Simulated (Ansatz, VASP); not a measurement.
**One calculation of Na3MoClO4, two programs**

```
CELL_PARAMETERS angstrom
7.49420 0.00000 0.00000
0.00000 7.49420 0.00000
0.00000 0.00000 5.34090
ATOMIC_POSITIONS crystal
Na 0.75000 0.75000 0.00000
Na 0.75000 0.25000 0.00000
Na 0.25000 0.25000 0.00000
Na 0.25000 0.75000 0.00000
Na 0.50000 0.00000 0.63893
Na 0.00000 0.50000 0.36107
Mo 0.00000 0.00000 0.50000
Mo 0.50000 0.50000 0.50000
Cl 0.50000 0.00000 0.15544
Cl 0.00000 0.50000 0.84456
O 0.81027 0.00000 0.70049
O 0.50000 0.31027 0.70049
O 0.18973 0.00000 0.70049
O 0.50000 0.68973 0.70049
O 0.31027 0.50000 0.29951
O 0.00000 0.18973 0.29951
O 0.68973 0.50000 0.29951
O 0.00000 0.81027 0.29951
```

Alike in both runs: functional PBE; k mesh 3 × 3 × 5; occupations fermi-dirac, width 0.02 eV; no spin polarisation.

Ansatz relaxed the structure, and its values are those at the end. VASP's run is a single point on that final structure, the one shown.

|  | VASP | Ansatz |
| --- | --- | --- |
| version | VASP 6.6.1 | Ansatz 0.2.0 |
| potentials or method | VASP PAW PBE potentials, release 64 (Na_pv, Mo_sv, Cl, O) | plane-wave PAW, scalar-relativistic |
| plane-wave cutoff (eV) | 520 | 420 |
| valence electrons in the cell | 132 | 144 |

|  | VASP | Ansatz | Ansatz less VASP |
| --- | --- | --- | --- |
| gap on the k mesh at the Fermi level (eV) | 4.32 | 4.32 | +0.002 |
| pressure (GPa) | 1.5 | 1.3 | -0.15 |
| rms of the force components (eV/Å) | 0.035 | 0.001 | -0.0344 |

The two sets of potentials don't hold the same shells in valence. Ansatz warned: «gradients_without_spin_orbit».

Caveats: an odd mesh through Γ misses points on the zone boundary, where band edges often lie.
